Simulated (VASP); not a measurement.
Output of a VASP run:

OSZICAR:
```
       N       E                     dE             d eps       ncg     rms          rms(c)
DAV:   1     0.381890409592E+02    0.38189E+02   -0.38812E+03   896   0.877E+02
DAV:   2     0.737257143160E+00   -0.37452E+02   -0.36845E+02  1064   0.140E+02
DAV:   3    -0.618192882343E+00   -0.13555E+01   -0.13501E+01  1208   0.312E+01
DAV:   4    -0.647250842741E+00   -0.29058E-01   -0.29067E-01  1416   0.365E+00
DAV:   5    -0.647405622185E+00   -0.15478E-03   -0.15478E-03  1272   0.202E-01    0.262E+00
DAV:   6    -0.638693274116E+00    0.87123E-02   -0.13689E-02  1160   0.801E-01    0.168E+00
DAV:   7    -0.637224771611E+00    0.14685E-02   -0.20122E-02  1048   0.100E+00    0.234E-01
DAV:   8    -0.637188682549E+00    0.36089E-04   -0.16247E-03  1200   0.358E-01    0.237E-02
DAV:   9    -0.637192267797E+00   -0.35852E-05   -0.17829E-05  1320   0.387E-02    0.108E-02
DAV:  10    -0.637192771932E+00   -0.50413E-06   -0.19905E-06  1224   0.136E-02
   1 F= 0.84629646E+00 E0= 0.84641916E+00  d E =0.846296E+00
```

OUTCAR:
```
------------------------ aborting loop because EDIFF is reached ----------------------------------------
  FORCE on cell =-STRESS in cart. coord.  units (eV):
  Direction    XX          YY          ZZ          XY          YZ          ZX
  --------------------------------------------------------------------------------------
  Total        1.4887357      1.4887357      1.4887357      0.0000000     -0.0000000      0.0000000
  in kB       50.1768285     50.1768285     50.1768285      0.0000000     -0.0000000      0.0000000
  external PRESSURE =       0.1768285 kB  Pullay stress =      50.0000000 kB
  volume of cell :       47.54
      direct lattice vectors                 reciprocal lattice vectors
    -2.282031642  2.282031642  2.282031642     0.000000000  0.219103009  0.219103009
     2.282031642 -2.282031642  2.282031642     0.219103009  0.000000000  0.219103009
     2.282031642  2.282031642 -2.282031642     0.219103009  0.219103009  0.000000000
 POSITION                                       TOTAL-FORCE (eV/Angst)
 -----------------------------------------------------------------------------------
      0.00000      0.00000      0.00000        -0.000000      0.000000     -0.000000
 -----------------------------------------------------------------------------------
    total drift:                               -0.000000     -0.000000      0.000000
  FREE ENERGIE OF THE ION-ELECTRON SYSTEM (eV)
  ---------------------------------------------------
  free  energy   TOTEN  =        -0.6371927719 eV

  energy  without entropy=       -0.6368246703  energy(sigma->0) =       -0.63707007
  enthalpy is  TOTEN    =         0.8462964616 eV   P V=        1.4834892336

 reached required accuracy - stopping structural energy minimisation
```
(Selected blocks of OUTCAR.)

File POSCAR:
```
Rb
1
   -2.2820316415     2.2820316415     2.2820316415
    2.2820316415    -2.2820316415     2.2820316415
    2.2820316415     2.2820316415    -2.2820316415
Rb
1
Direct
  0.0000000000   0.0000000000   0.0000000000
```

### Question
Reconstruct the remaining input files.

### Answer
This is not unique; one that fits is the input of the run itself, PBEsol GGA, plane waves, VASP's PBE PAW potentials (set 64).

File KPOINTS:
```
Automatic mesh
0
Gamma
11 11 11
0 0 0
```

### INCAR
```
# general
SYSTEM  = Rb
PREC    = Accurate
ENCUT   = 500   # plane-wave cut-off (eV)
LREAL   = .False.   # projection in real space or not
LASPH   = .True.

# electronic loop
EDIFF   = 1E-6
NELM    = 100   # most electronic steps
ALGO    = Normal   # blocked Davidson
LMAXMIX = 4   # l cut-off of mixed one-centre charges

# smearing
ISMEAR  = 1
SIGMA   = 0.1   # width (eV)

# functional
GGA     = PS   # PBEsol

# ions
IBRION  = 2   # conjugate gradients
NSW     = 40   # most ionic steps
ISIF    = 3   # ions, shape and volume
EDIFFG  = -0.02   # ionic stop
PSTRESS = 50   # kbar

# output
LWAVE   = .False.
LCHARG  = .False.
```

POTCAR, in this order: Rb_sv (PBE.64 set). Program: vasp_std.

The compound is Rb in the bcc structure. It was relaxed first under an external pressure of 5 GPa.
